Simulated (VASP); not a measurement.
Space group Pm-3m (No. 221); a = b = c = 2.873 Å, α = β = γ = 90.00°

```tsv
atom	site	symmetry	x	y	z
Al	1b	m-3m	0.5000	0.5000	0.5000
Co	1a	m-3m	0.0000	0.0000	0.0000
```

Level of theory: RPBE GGA, VASP's PBE PAW potentials (set 64) (plane waves; VASP). Run with 520 eV cut-off, 13×13×13 Γ-centred mesh, first-order Methfessel-Paxton smearing of 0.10 eV, potentials Al Co.

### Question
Give the energy at these volumes per atom, relative to the lowest: 11.14, 11.49, 11.85, 12.21, 12.56 Å³.

### Answer
25.1, 6.0, 0.0, 5.3, 20.2 meV/atom. A third-order Birch-Murnaghan fit gives B0 = 169 GPa and B0′ = 4.3.

Measured: bulk modulus 162 GPa (computed value off by +4.1 %), a 2.861 Å (computed value off by +0.4 %), as given by Yamada et al., (2019), arXiv:1910.09660. The calculation is for a static lattice, while the measured bulk modulus, a hold thermal and zero-point effects, which are part of the difference.

The compound is CoAl in the CsCl type structure. It was relaxed first. The run is not spin-polarised, so no magnetic state was tried.
